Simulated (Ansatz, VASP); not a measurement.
# InO: VASP beside Ansatz

Aim: how closely do two programs agree when they are given the same cell, functional and k mesh? The cell is taken from a series of runs on this material, whose earlier steps may have relaxed, scaled, displaced or heated it; both programs get it as it stands.

Method: plane waves, with VASP 6.6.1 beside it; zone-centre phonons at r2SCAN, in Ansatz 0.2.0.

### Step 1. The starting structure

The structure is hexagonal, space group P-6m2 (No. 187). Conventional cell: a = 3.409 Å, b = 3.409 Å, c = 15.843 Å, α = 90.00°, β = 90.00°, γ = 120.00°. In has 3 O at 2.11 Å nearest. O has 3 In at 2.11 Å nearest. Farther neighbours and most contacts between anions are not listed.

As a file:

```xyz
4
Lattice="3.4094 0.0000 0.0000 -1.7047 2.9526 0.0000 0.0000 0.0000 15.8432" Properties=species:S:1:pos:R:3
In    1.7047    0.9842    9.3356
In    1.7047    0.9842    6.5075
O     0.0000    0.0000   10.1087
O     0.0000    0.0000    5.7344
```

### Step 2. VASP: zone-centre phonons, r2SCAN

Second derivatives magnify differences that forces hide, and they need a tight electronic threshold.

Lines of VASP's logs that name or quote its potential files are left out, and so is its time.

Contents of INCAR:

```
SYSTEM = InO
PREC = Accurate
ENCUT = 660
EDIFF = 1E-08
NELM = 120
ISMEAR = 0
SIGMA = 0.01
LREAL = .FALSE.
ALGO = Normal
METAGGA = R2SCAN
LASPH = .TRUE.
NBANDS = 25
LORBIT = 11
LWAVE = .FALSE.
LCHARG = .FALSE.
ISIF = 2
IBRION = 6
NFREE = 2
POTIM = 0.015
NSW = 1
GGA_COMPAT = .FALSE.
EFERMI = MIDGAP
LMIXTAU = .TRUE.
KPAR = 2
```

Contents of POSCAR:

```
InO
1.0
    3.4093656006      0.0000000000      0.0000000000
   -1.7046828003      2.9525972209      0.0000000000
    0.0000000000      0.0000000000     15.8431641941
In O
2 2
Direct
    0.6666666667      0.3333333333      0.5892540768
    0.6666666667      0.3333333333      0.4107459232
    0.0000000000      0.0000000000      0.6380501854
    0.0000000000      0.0000000000      0.3619498146
```

Contents of KPOINTS:

```
Automatic mesh
0
Gamma
9 9 2
0 0 0
```

PAW data sets: In_d and O (PBE family, release 64).

Launch:

```
$ mpirun -np 2 vasp_std
```

Numbers of over 12 decimals in the logs are rounded to 6 here.

The log of the run:

```text
[banner, memory and clock lines left out]
running    2 mpi-ranks, on    1 nodes
 distrk:  each k-point on    1 cores,    2 groups
 distr:  one band on    1 cores,    1 groups

 POSCAR found type information on POSCAR InO
 POSCAR found :  2 types and       4 ions
|                                                                             |
|               ----> ADVICE to this user running VASP <----                  |
|                                                                             |
|     You enforced a specific xc type in the INCAR file but a different       |
|     [... a line on the potential file left out ...]
|     I HOPE YOU KNOW WHAT YOU ARE DOING!                                     |
|                                                                             |

 LDA part: xc-table for (None), standard interpolation
 POSCAR, INCAR and KPOINTS ok, starting setup
 FFT: planning ... GRIDC
 FFT: planning ... GRID_SOFT
 FFT: planning ... GRID
 WAVECAR not read
 entering main loop
       N       E                     dE             d eps       ncg     rms          rms(c)
DAV:   1     0.392255345973E+03    0.39226E+03   -0.20430E+04  1208   0.184E+03
DAV:   2    -0.426376633787E+01   -0.39652E+03   -0.38314E+03  1346   0.447E+02
DAV:   3    -0.724843108717E+02   -0.68221E+02   -0.67404E+02  1545   0.198E+02
DAV:   4    -0.752762477626E+02   -0.27919E+01   -0.27795E+01  1408   0.479E+01
DAV:   5    -0.753662034520E+02   -0.89956E-01   -0.89918E-01  1651   0.771E+00    0.151E+01
DAV:   6    -0.674429597511E+02    0.79232E+01   -0.15157E+01  1900   0.592E+01    0.130E+01
DAV:   7    -0.653044249844E+02    0.21385E+01   -0.16712E+00  1261   0.902E+00    0.441E+00
DAV:   8    -0.657602445007E+02   -0.45582E+00   -0.51463E-01  1832   0.661E+00    0.183E+00
DAV:   9    -0.621920011342E+02    0.35682E+01   -0.60020E-01  1713   0.941E+00    0.748E-01
DAV:  10    -0.628712357877E+02   -0.67923E+00   -0.47440E-01  1231   0.589E+00    0.879E-01
DAV:  11    -0.632056938650E+02   -0.33446E+00   -0.10952E-01  1416   0.361E+00    0.549E-01
DAV:  12    -0.624772289241E+02    0.72846E+00   -0.13474E-01  1311   0.386E+00    0.444E-01
DAV:  13    -0.620848724872E+02    0.39236E+00   -0.95975E-02  1227   0.312E+00    0.578E-01
DAV:  14    -0.621331168319E+02   -0.48244E-01   -0.66825E-03  1573   0.806E-01    0.563E-01
[...]
DAV:  34    -0.621284671524E+02   -0.21203E-04   -0.73839E-06  1409   0.223E-02    0.518E-03
DAV:  35    -0.621284690691E+02   -0.19168E-05   -0.11435E-06  1203   0.108E-02    0.300E-03
DAV:  36    -0.621284562984E+02    0.12771E-04   -0.31051E-06  1303   0.148E-02    0.293E-03
DAV:  37    -0.621284665679E+02   -0.10269E-04   -0.10329E-06  1201   0.971E-03    0.139E-03
DAV:  38    -0.621284697922E+02   -0.32243E-05   -0.95214E-07  1392   0.992E-03    0.930E-04
DAV:  39    -0.621284692429E+02    0.54932E-06   -0.17111E-07  1164   0.405E-03    0.112E-03
DAV:  40    -0.621284694380E+02   -0.19514E-06   -0.22842E-08  1000   0.136E-03    0.128E-03
DAV:  41    -0.621284700399E+02   -0.60192E-06   -0.24238E-07  1200   0.480E-03    0.122E-03
[...]
DAV:  17    -0.621277537711E+02   -0.41705E-05   -0.90217E-07  1228   0.894E-03    0.604E-04
DAV:  18    -0.621277542446E+02   -0.47352E-06   -0.75698E-07  1235   0.922E-03    0.409E-04
DAV:  19    -0.621277549318E+02   -0.68725E-06   -0.34017E-07  1208   0.678E-03    0.246E-04
DAV:  20    -0.621277549657E+02   -0.33870E-07   -0.10477E-07  1034   0.336E-03    0.149E-04
DAV:  21    -0.621277549747E+02   -0.89904E-08   -0.97562E-08  1014   0.336E-03
   5 F= -.62127755E+02 E0= -.62127755E+02  d E =0.000000E+00
[...]
6 F= -.62127340E+02 E0= -.62127340E+02  d E =0.000000E+00
[...]
7 F= -.62127340E+02 E0= -.62127340E+02  d E =0.000000E+00
[...]
8 F= -.62128447E+02 E0= -.62128447E+02  d E =0.000000E+00
 Finite differences progress:
  Degree of freedom:   4/  4
  Displacement:        1/  2
  Total:               7/  8
 bond charge predicted
       N       E                     dE             d eps       ncg     rms          rms(c)
DAV:   1    -0.621201850707E+02    0.82621E-02   -0.52718E+00  1328   0.124E+01    0.529E-01
DAV:   2    -0.621182247522E+02    0.19603E-02   -0.85346E-02  1382   0.241E+00    0.186E-01
DAV:   3    -0.621270606253E+02   -0.88359E-02   -0.14371E-02  1206   0.887E-01    0.893E-02
DAV:   4    -0.621212960628E+02    0.57646E-02   -0.88158E-03  1200   0.778E-01    0.556E-02
DAV:   5    -0.621255060088E+02   -0.42099E-02   -0.42828E-03  1204   0.477E-01    0.312E-02
DAV:   6    -0.621254456371E+02    0.60372E-04   -0.14989E-03  1205   0.339E-01    0.149E-02
DAV:   7    -0.621259495342E+02   -0.50390E-03   -0.14766E-04  1220   0.131E-01    0.159E-02
DAV:   8    -0.621262042722E+02   -0.25474E-03   -0.62199E-05  1216   0.730E-02    0.115E-02
DAV:   9    -0.621263693706E+02   -0.16510E-03   -0.13380E-04  1202   0.105E-01    0.539E-03
DAV:  10    -0.621265152887E+02   -0.14592E-03   -0.57248E-05  1297   0.573E-02    0.431E-03
DAV:  11    -0.621264901725E+02    0.25116E-04   -0.14354E-05  1238   0.412E-02    0.235E-03
DAV:  12    -0.621265646550E+02   -0.74483E-04   -0.22618E-05  1289   0.536E-02    0.229E-03
DAV:  13    -0.621265664345E+02   -0.17794E-05   -0.60883E-06  1422   0.284E-02    0.136E-03
DAV:  14    -0.621265640450E+02    0.23895E-05   -0.84630E-06  1224   0.278E-02    0.975E-04
[...]
DAV:  19    -0.621265822355E+02    0.63296E-07   -0.54589E-07  1206   0.771E-03    0.314E-04
DAV:  20    -0.621265827665E+02   -0.53098E-06   -0.51034E-07  1210   0.776E-03    0.171E-04
DAV:  21    -0.621265831334E+02   -0.36689E-06   -0.25194E-07  1203   0.552E-03    0.596E-05
DAV:  22    -0.621265832489E+02   -0.11552E-06   -0.84410E-08  1208   0.301E-03    0.732E-05
DAV:  23    -0.621265832076E+02    0.41350E-07   -0.78683E-08  1028   0.283E-03    0.466E-05
DAV:  24    -0.621265832370E+02   -0.29432E-07   -0.38703E-08  1011   0.193E-03    0.201E-05
DAV:  25    -0.621265832235E+02    0.13521E-07   -0.41875E-08  1009   0.199E-03    0.190E-05
DAV:  26    -0.621265832281E+02   -0.46475E-08   -0.16190E-08   914   0.126E-03
   9 F= -.62126583E+02 E0= -.62126583E+02  d E =0.000000E+00
 Finite differences progress:
  Degree of freedom:   4/  4
  Displacement:        2/  2
  Total:               8/  8
```

OUTCAR, selected parts (step 2):

```text
ion  position               nearest neighbor table
   1  0.667  0.333  0.589-   3 2.11   3 2.11   3 2.11   2 2.83
   2  0.667  0.333  0.411-   4 2.11   4 2.11   4 2.11   1 2.83
   3  0.000  0.000  0.638-   1 2.11   1 2.11   1 2.11
   4  0.000  0.000  0.362-   2 2.11   2 2.11   2 2.11

  LATTYP: Found a hexagonal cell.
 ALAT       =     3.4093656006
 C/A-ratio  =     4.6469537298

 Subroutine GETGRP returns: Found 12 space group operations
 (whereof 12 operations were pure point group operations)

The static configuration has the point symmetry D_3h.

 Found     24 irreducible k-points:

   k-points           NKPTS =     24   k-points in BZ     NKDIM =     24   number of bands    NBANDS=     25

   dimension x,y,z NGX =    30 NGY =   30 NGZ =  140
   dimension x,y,z NGXF=    60 NGYF=   60 NGZF=  280

   ENCUT  =  660.0 eV  48.51 Ry    6.96 a.u.   7.14  7.14 33.19*2*pi/ulx,y,z

   NELECT =      38.0000    total number of electrons

 k-points in reciprocal lattice and weights: Automatic mesh
   0.00000000  0.00000000  0.00000000       0.006
   0.11111111  0.00000000  0.00000000       0.037
   0.22222222  0.00000000  0.00000000       0.037
   0.33333333  0.00000000  0.00000000       0.037
   0.44444444  0.00000000  0.00000000       0.037
   0.11111111  0.11111111  0.00000000       0.037
   0.22222222  0.11111111  0.00000000       0.074
   0.33333333  0.11111111  0.00000000       0.074
   0.44444444  0.11111111  0.00000000       0.037
[...]
0.33333333  0.22222222  0.50000000       0.074
   0.33333333  0.33333333  0.50000000       0.012

 average (electrostatic) potential at core
       1-107.0626       2-107.0374       3 -79.6531       4 -79.6022

 E-fermi :  -1.2586

 k-point     1 :       0.0000    0.0000    0.0000
  band No.  band energies     occupation
    ...
     15      -3.5674      2.00000
     16      -3.5674      2.00000
     17      -3.4982      2.00000
     18      -3.4982      2.00000
     19      -2.4938      2.00000
     20      -0.9136      0.00000
     21       2.1533      0.00000
     22       4.9478      0.00000
     23       5.1070      0.00000
     24       6.9819      0.00000
    ...

 k-point     2 :       0.1111    0.0000    0.0000
  band No.  band energies     occupation
    ...
     15      -4.0202      2.00000
     16      -3.9066      2.00000
     17      -3.6826      2.00000
     18      -3.6066      2.00000
     19      -2.3130      2.00000
     20      -0.3382      0.00000
     21       2.5342      0.00000
     22       5.1640      0.00000
     23       5.2564      0.00000
     24       6.9845      0.00000
    ...

 k-point     3 :       0.2222    0.0000    0.0000
  band No.  band energies     occupation
    ...
     15      -4.7487      2.00000
     16      -4.1178      2.00000
     17      -3.9736      2.00000
     18      -3.8783      2.00000
     19      -2.0831      2.00000
     20       0.7823      0.00000
     21       3.2091      0.00000
     22       4.9775      0.00000
     23       5.6429      0.00000
     24       5.8265      0.00000
    ...

  Total        0.4482055      0.4482055      0.1435733      0.0000000      0.0000000      0.0000000
  in kB        4.5026482      4.5026482      1.4423295      0.0000000      0.0000000      0.0000000
  external PRESSURE =       3.4825420 kB  Pullay stress =       0.0000000 kB

  energy-cutoff  :      660.00
  volume of cell :      159.48
      direct lattice vectors                 reciprocal lattice vectors
     3.409365601  0.000000000  0.000000000     0.293309700  0.169342434  0.000000000
    -1.704682800  2.952597221  0.000000000     0.000000000  0.338684868  0.000000000
     0.000000000  0.000000000 15.843164194     0.000000000  0.000000000  0.063118705

 POSITION                                       TOTAL-FORCE (eV/Angst)
 -----------------------------------------------------------------------------------
      1.70468      0.98420      9.33565         0.000000     -0.000000     -0.174356
      1.70468      0.98420      6.50752         0.000000     -0.000000      0.055468
      0.00000      0.00000     10.09373         0.000000     -0.000000      0.189499
      0.00000      0.00000      5.73443        -0.000000      0.000000     -0.070611
 -----------------------------------------------------------------------------------
    total drift:                               -0.000000      0.000000      0.000937

  FREE ENERGIE OF THE ION-ELECTRON SYSTEM (eV)
  ---------------------------------------------------
  free  energy   TOTEN  =       -62.1265832281 eV

  energy  without entropy=      -62.1265832281  energy(sigma->0) =      -62.12658323

 Eigenvectors and eigenvalues of the dynamical matrix
 ----------------------------------------------------

   1 f  =   13.221679 THz    83.074260 2PiTHz  441.027745 cm-1    54.680447 meV
             X         Y         Z           dx          dy          dz
      1.704683  0.984199  9.335649     0.233314   -0.000002   -0.000000
      1.704683  0.984199  6.507515    -0.233314    0.000002    0.000000
      0.000000  0.000000 10.108734    -0.667506    0.000006    0.000000
      0.000000  0.000000  5.734430     0.667506   -0.000006   -0.000000

   2 f  =   13.221679 THz    83.074260 2PiTHz  441.027745 cm-1    54.680447 meV
             X         Y         Z           dx          dy          dz
      1.704683  0.984199  9.335649    -0.000002   -0.233314   -0.000000
      1.704683  0.984199  6.507515     0.000002    0.233314    0.000000
      0.000000  0.000000 10.108734     0.000006    0.667506    0.000000
      0.000000  0.000000  5.734430    -0.000006   -0.667506   -0.000000

   3 f  =   13.170624 THz    82.753474 2PiTHz  439.324741 cm-1    54.469301 meV
             X         Y         Z           dx          dy          dz
      1.704683  0.984199  9.335649    -0.247049   -0.000010   -0.000000
      1.704683  0.984199  6.507515    -0.247049   -0.000010    0.000000
      0.000000  0.000000 10.108734     0.662546    0.000027    0.000000
      0.000000  0.000000  5.734430     0.662546    0.000027   -0.000000

   4 f  =   13.170624 THz    82.753474 2PiTHz  439.324741 cm-1    54.469301 meV
             X         Y         Z           dx          dy          dz
      1.704683  0.984199  9.335649     0.000010   -0.247049    0.000000
      1.704683  0.984199  6.507515     0.000010   -0.247049   -0.000000
      0.000000  0.000000 10.108734    -0.000027    0.662546   -0.000000
      0.000000  0.000000  5.734430    -0.000027    0.662546    0.000000

   5 f  =   12.582554 THz    79.058520 2PiTHz  419.708835 cm-1    52.037240 meV
             X         Y         Z           dx          dy          dz
      1.704683  0.984199  9.335649    -0.000000    0.000000    0.268899
      1.704683  0.984199  6.507515    -0.000000    0.000000   -0.268899
      0.000000  0.000000 10.108734     0.000000   -0.000000   -0.653983
      0.000000  0.000000  5.734430     0.000000   -0.000000    0.653983

   6 f  =   11.747132 THz    73.809406 2PiTHz  391.842137 cm-1    48.582211 meV
             X         Y         Z           dx          dy          dz
      1.704683  0.984199  9.335649    -0.000000    0.000000    0.247215
      1.704683  0.984199  6.507515    -0.000000   -0.000000    0.247215
      0.000000  0.000000 10.108734     0.000000   -0.000000   -0.662484
      0.000000  0.000000  5.734430     0.000000    0.000000   -0.662484

   7 f  =    4.358935 THz    27.387998 2PiTHz  145.398429 cm-1    18.027100 meV
             X         Y         Z           dx          dy          dz
      1.704683  0.984199  9.335649     0.000000    0.000000   -0.653983
      1.704683  0.984199  6.507515    -0.000000   -0.000000    0.653983
      0.000000  0.000000 10.108734    -0.000000   -0.000000   -0.268899
      0.000000  0.000000  5.734430    -0.000000   -0.000000    0.268899

   8 f  =    1.281458 THz     8.051639 2PiTHz   42.744843 cm-1     5.299683 meV
             X         Y         Z           dx          dy          dz
      1.704683  0.984199  9.335649    -0.667506    0.000630   -0.000000
      1.704683  0.984199  6.507515     0.667506   -0.000630   -0.000000
      0.000000  0.000000 10.108734    -0.233314    0.000220   -0.000000
      0.000000  0.000000  5.734430     0.233314   -0.000220   -0.000000

   9 f  =    1.281458 THz     8.051639 2PiTHz   42.744843 cm-1     5.299683 meV
             X         Y         Z           dx          dy          dz
      1.704683  0.984199  9.335649     0.000630    0.667506    0.000000
      1.704683  0.984199  6.507515    -0.000630   -0.667506    0.000000
      0.000000  0.000000 10.108734     0.000220    0.233314    0.000000
      0.000000  0.000000  5.734430    -0.000220   -0.233314    0.000000

  10 f/i=    0.001350 THz     0.008481 2PiTHz    0.045025 cm-1     0.005582 meV
             X         Y         Z           dx          dy          dz
      1.704683  0.984199  9.335649    -0.000000   -0.000000    0.662484
      1.704683  0.984199  6.507515    -0.000000   -0.000000    0.662484
      0.000000  0.000000 10.108734    -0.000000   -0.000000    0.247215
      0.000000  0.000000  5.734430    -0.000000   -0.000000    0.247215

  11 f/i=    0.004806 THz     0.030195 2PiTHz    0.160302 cm-1     0.019875 meV
             X         Y         Z           dx          dy          dz
      1.704683  0.984199  9.335649    -0.560570   -0.353169   -0.000000
      1.704683  0.984199  6.507515    -0.560570   -0.353169   -0.000000
      0.000000  0.000000 10.108734    -0.209024   -0.131689   -0.000000
      0.000000  0.000000  5.734430    -0.209024   -0.131689   -0.000000

  12 f/i=    0.004806 THz     0.030195 2PiTHz    0.160302 cm-1     0.019875 meV
             X         Y         Z           dx          dy          dz
      1.704683  0.984199  9.335649    -0.353169    0.560570   -0.000000
      1.704683  0.984199  6.507515    -0.353169    0.560570   -0.000000
      0.000000  0.000000 10.108734    -0.131689    0.209024   -0.000000
      0.000000  0.000000  5.734430    -0.131689    0.209024   -0.000000

 ELASTIC MODULI CONTR FROM IONIC RELAXATION (kBar)
 Direction    XX          YY          ZZ          XY          YZ          ZX
 --------------------------------------------------------------------------------
 XX        -367.4699    -96.9953   -158.0960      0.0000     -0.0000      0.0000
 YY         -96.9953   -367.4699   -158.0960     -0.0000      0.0000     -0.0000
 ZZ        -158.0960   -158.0960   -533.8046      0.0000      0.0000      0.0000
 XY           0.0000     -0.0000      0.0000   -135.2373     -0.0000      0.0000
 YZ          -0.0000      0.0000      0.0000     -0.0000   -194.6807      0.0000
 ZX           0.0000     -0.0000      0.0000      0.0000      0.0000   -194.6811
 --------------------------------------------------------------------------------

 total charge
# of ion       s       p       d       tot
------------------------------------------
    1        0.779   0.708   9.972  11.459
    2        0.779   0.708   9.972  11.459
    3        1.566   3.434   0.000   5.000
    4        1.566   3.434   0.000   5.000
--------------------------------------------------
tot          4.690   8.283  19.945  32.917

[... 3 further parts left out ...]
```

Levels, forces or a CONTCAR printed for this step are those of its last displaced cell, not of the structure at rest.

[end of part 1 of 2]

[Lines on the potential files, build, host, timing and source positions are cut from VASP's logs without a mark.]

[Logs are printed without paths, hosts, clocks, repeated set-up lines and the standing remarks that a program may print on its own settings, such as how far it seeks lower states.]

[Hosts, paths, dates, database ids (printed as entryN), source tags and the programs' standing remarks are cut or masked in the printed files.]
